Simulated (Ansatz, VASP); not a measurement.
B4Ru: VASP beside Ansatz

INCAR

```
SYSTEM = B4Ru
PREC     = Accurate       ! precision mode
ENCUT    = 600            ! plane-wave cutoff, eV
EDIFF    = 1E-6           ! SCF threshold, eV
ISMEAR   = 0              ! smearing method
SIGMA    = 0.1            ! smearing width, eV
LREAL    = .FALSE.        ! projectors in reciprocal space
LASPH    = .TRUE.         ! aspherical terms in the spheres
NELM     = 60             ! most SCF steps
ALGO     = Normal         ! electronic algorithm
ISIF     = 3              ! what is computed and relaxed
LWAVE    = .FALSE.        ! write WAVECAR
LCHARG   = .FALSE.        ! write CHGCAR
GGA      = PE             ! functional
IBRION   = 2              ! ionic algorithm
NSW      = 100            ! ionic steps
EDIFFG   = -0.01          ! ionic threshold
```

The input KPOINTS:

```
Automatic mesh
0
G
  12 12 12
  0 0 0
```

File POSCAR:

```
B4Ru
1.0
   -2.3623720175      2.3623720175      2.3623720175
    2.3623720175     -2.3623720175      2.3623720175
    2.3623720175      2.3623720175     -2.3623720175
B Ru
4 1
Direct
    0.5000000000      0.5000000000      0.5000000000
    0.5000000000      0.0000000000      0.0000000000
    0.0000000000      0.0000000000      0.5000000000
    0.0000000000      0.5000000000      0.0000000000
    0.0000000000      0.0000000000      0.0000000000
```

Input for Ansatz:

```yaml
crystal:
  lattice:
    - [-2.3623720175, 2.3623720175, 2.3623720175]
    - [2.3623720175, -2.3623720175, 2.3623720175]
    - [2.3623720175, 2.3623720175, -2.3623720175]
  atoms:
    - { symbol: B, position: [0.5, 0.5, 0.5] }
    - { symbol: B, position: [0.5, 0.0, 0.0] }
    - { symbol: B, position: [0.0, 0.0, 0.5] }
    - { symbol: B, position: [0.0, 0.5, 0.0] }
    - { symbol: Ru, position: [0.0, 0.0, 0.0] }
basis:
  ecutwfc: 420
kpoints:
  mp_grid: { grid: [12, 12, 12] }
hamiltonian:
  xc: pbe
scf:
  occupations: { method: gaussian, width: 0.1 }
output:
  forces: true
  stress: true
  eigenvalues: true
  write_density: true
  write_potential: true
  elf: true
  volumetric_format: npy
relax:
  adjacent_minimum: "off"
  f_tol: 0.01
  max_steps: 80
  cell: { stress_tol: 0.05 }
```

Change from the starting cell: species swapped into the Hg4Pt type (Im-3m, No. 229).

Alike in both runs: task relaxation of cell and atoms; functional PBE; k mesh 12 × 12 × 12; occupations gaussian, width 0.1 eV; no spin polarisation.

|  | VASP | Ansatz |
| --- | --- | --- |
| version | VASP 6.6.1 | Ansatz 0.2.0 |
| potentials or method | VASP PAW PBE potentials, release 64 (B, Ru_pv) | scalar-relativistic, plane waves, PAW |
| plane-wave cutoff (eV) | 600 | 420 |
| valence electrons in the cell | 26 | 28 |

```csv
,VASP,Ansatz,Ansatz less VASP
"gap on the k mesh at the Fermi level, each at its own relaxed structure (eV)",none,none,-
relaxed volume (Å³/atom),10.55,10.55,0.000
relaxed cell length with the largest relative difference (Å),4.092,4.092,0.0000
```

A gap of «none» marks a metal or a gap that the smearing closes. The two sets of potentials don't hold the same shells in valence.

Caveats: the relaxation stopped at its first step, so nothing moved.
